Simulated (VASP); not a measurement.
All values below come from PBE GGA, VASP's PBE PAW potentials (set 64) (plane waves; VASP).

Input for VASP

INCAR:
```
ALGO = Normal
EDIFF = 1E-6
ENCUT = 450
GGA = PE
ISIF = 2
ISMEAR = 1
LASPH = .TRUE.
LCHARG = .FALSE.
LMAXMIX = 4
LREAL = .FALSE.
LWAVE = .FALSE.
NELM = 100
PREC = Accurate
SIGMA = 0.1
SYSTEM = TiB2
```

KPOINTS:
```
Automatic mesh
0
Gamma
10 10 9
0 0 0
```

File POSCAR:
```
TiB2
3.030
  0.5000000000  -0.8660254125   0.0000000000
  0.5000000000   0.8660254125   0.0000000000
  0.0000000000   0.0000000000   1.0660066007
Ti B
1 2
Direct
  0.0000000000   0.0000000000   0.0000000000
  0.3333330000   0.6666670000   0.5000000000
  0.6666670000   0.3333330000   0.5000000000
```

POTCAR, in this order: Ti_sv B (PBE.64 set). Program: vasp_std.

Output

### OSZICAR
```
       N       E                     dE             d eps       ncg     rms          rms(c)
DAV:   1     0.115219710118E+03    0.11522E+03   -0.85771E+03  1820   0.143E+03
DAV:   2    -0.209031840565E+02   -0.13612E+03   -0.13284E+03  1860   0.369E+02
DAV:   3    -0.293464736212E+02   -0.84433E+01   -0.83481E+01  2741   0.880E+01
DAV:   4    -0.295830190982E+02   -0.23655E+00   -0.23637E+00  2269   0.139E+01
DAV:   5    -0.295916352401E+02   -0.86161E-02   -0.86157E-02  2730   0.226E+00    0.167E+01
DAV:   6    -0.243895326678E+02    0.52021E+01   -0.26598E+01  2423   0.595E+01    0.385E+00
DAV:   7    -0.244226439917E+02   -0.33111E-01   -0.17545E+00  2006   0.156E+01    0.332E+00
DAV:   8    -0.244316219863E+02   -0.89780E-02   -0.17325E-01  2632   0.381E+00    0.780E-01
DAV:   9    -0.244242397223E+02    0.73823E-02   -0.77516E-02  2383   0.371E+00    0.300E-01
DAV:  10    -0.244233204024E+02    0.91932E-03   -0.53584E-03  2273   0.998E-01    0.617E-02
DAV:  11    -0.244233345229E+02   -0.14121E-04   -0.44142E-04  2580   0.277E-01    0.520E-02
DAV:  12    -0.244233144712E+02    0.20052E-04   -0.12567E-04  2330   0.155E-01    0.958E-03
DAV:  13    -0.244233139647E+02    0.50655E-06   -0.74977E-06  2195   0.338E-02
   1 F= -.24423314E+02 E0= -.24423042E+02  d E =-.817061E-03
```

File OUTCAR:
```
------------------------ aborting loop because EDIFF is reached ----------------------------------------
  FORCE on cell =-STRESS in cart. coord.  units (eV):
  Direction    XX          YY          ZZ          XY          YZ          ZX
  --------------------------------------------------------------------------------------
  Total        0.0465176      0.0465176     -0.0409847      0.0000000      0.0000000      0.0000000
  in kB        2.9020803      2.9020803     -2.5568994      0.0000000      0.0000000      0.0000000
  external PRESSURE =       1.0824204 kB  Pullay stress =       0.0000000 kB
  volume of cell :       25.68
      direct lattice vectors                 reciprocal lattice vectors
     1.515000000 -2.624057000  0.000000000     0.330033003 -0.190544641  0.000000000
     1.515000000  2.624057000  0.000000000     0.330033003  0.190544641  0.000000000
     0.000000000  0.000000000  3.230000000     0.000000000  0.000000000  0.309597523
 POSITION                                       TOTAL-FORCE (eV/Angst)
 -----------------------------------------------------------------------------------
      0.00000      0.00000      0.00000        -0.000000      0.000000      0.000000
      1.51500      0.87469      1.61500        -0.000000     -0.000000      0.000000
      1.51500     -0.87469      1.61500         0.000000      0.000000     -0.000000
 -----------------------------------------------------------------------------------
    total drift:                                0.000000     -0.000000      0.000000
  FREE ENERGIE OF THE ION-ELECTRON SYSTEM (eV)
  ---------------------------------------------------
  free  energy   TOTEN  =       -24.4233139647 eV

  energy  without entropy=      -24.4224969040  energy(sigma->0) =      -24.42304161
```
(Selected blocks of OUTCAR.)

At this cut-off the stress carries a Pulay error, which pulls relaxed volumes low.

The compound is TiB2 in the AlB2 type structure. The cell was not relaxed at this level. The run is one of a series of settings (ENCUT = 450 against the base run), some of them coarse on purpose.
